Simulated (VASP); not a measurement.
Input:

```
ZnO
1.0
    1.63143    -2.82572     0.00000
    1.63143     2.82572     0.00000
    0.00000     0.00000     5.27014
Zn O
2 2
Cartesian
  1.63143  -0.94191   2.64223
  1.63143   0.94191   0.00716
  1.63143  -0.94191   4.64110
  1.63143   0.94191   2.00603
```

The numbers are results of rev-vdW-DF2, VASP's PBE PAW potentials (set 64) (plane waves; VASP 6.6.1), not measurements. Run with 520 eV cut-off, 9×9×5 Γ-centred mesh, tetrahedra with Blöchl corrections, potentials Zn O.

Question: Estimate the energy per atom (σ→0), band gap (on the k-mesh) with the smallest direct gap where there is one.

Answer: 
```yaml
band gap (on the k-mesh): 0.75 eV
smallest direct gap (on the k-mesh): 0.75 eV
energy per atom (σ→0): -2.474 eV/atom
```

Total energies compare only between runs with the same potentials, cut-off and functional.

The compound is ZnO in the wurtzite structure. It was relaxed first.
